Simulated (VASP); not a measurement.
Computed with PBEsol GGA, VASP's PBE PAW potentials (set 64) (plane waves; VASP).

VASP input:

### POSCAR
```
HgTe
1
    3.7182416246    -0.0000000000    -0.0000000000
   -0.0000000000     3.7182416246    -0.0000000000
    0.0000000000     0.0000000000     3.7182416246
Hg Te
1 1
Direct
  0.0000000000   0.0000000000   0.0000000000
  0.5000000000   0.5000000000   0.5000000000
```

**KPOINTS**
```
K-points
0
gamma
  11 11 11
```

INCAR:
```
ALGO  =  Normal
EDIFF  =  1E-7
ENCUT  =  400
GGA  =  PS
ISIF  =  2
ISMEAR  =  -5
LASPH  =  .TRUE.
LCHARG  =  .TRUE.
LMAXMIX  =  6
LORBIT  =  11
LREAL  =  .FALSE.
LWAVE  =  .FALSE.
NEDOS  =  601
NELM  =  100
PREC  =  Accurate
SYSTEM  =  HgTe
```

POTCAR, in this order: Hg Te (PBE.64 set). Program: vasp_std.

Unless said otherwise, spin-orbit coupling is left out, though it shifts the bands of the heavy elements here.

Predict the energy per atom (σ→0), band gap (on the k-mesh).

| Quantity | Result |
|---|---|
| energy per atom (σ→0) | -1.850 eV/atom |
| band gap (on the k-mesh) | none (metal, semimetal or under 0.01 eV) |

File OSZICAR:
```
...
DAV:   9    -0.369918144270E+01   -0.14258E-04   -0.33545E-04  1681   0.213E-01    0.480E-02
DAV:  10    -0.369918793914E+01   -0.64964E-05   -0.18244E-05  1636   0.413E-02    0.275E-02
DAV:  11    -0.369918435125E+01    0.35879E-05   -0.28503E-06  1601   0.189E-02    0.210E-03
DAV:  12    -0.369918693324E+01   -0.25820E-05   -0.14644E-07  1146   0.551E-03    0.973E-04
DAV:  13    -0.369918745430E+01   -0.52107E-06   -0.24621E-08   868   0.116E-03    0.291E-04
DAV:  14    -0.369918701733E+01    0.43697E-06   -0.29190E-09   823   0.659E-04    0.143E-04
DAV:  15    -0.369918711343E+01   -0.96103E-07   -0.59546E-10   788   0.332E-04
   1 F= -.36991871E+01 E0= -.36991871E+01  d E =0.000000E+00
```

The structure was generated: HgTe was put into the CsCl type type (Pm-3m), which need not be its known phase. It was relaxed first, which changed the volume by +19 %.
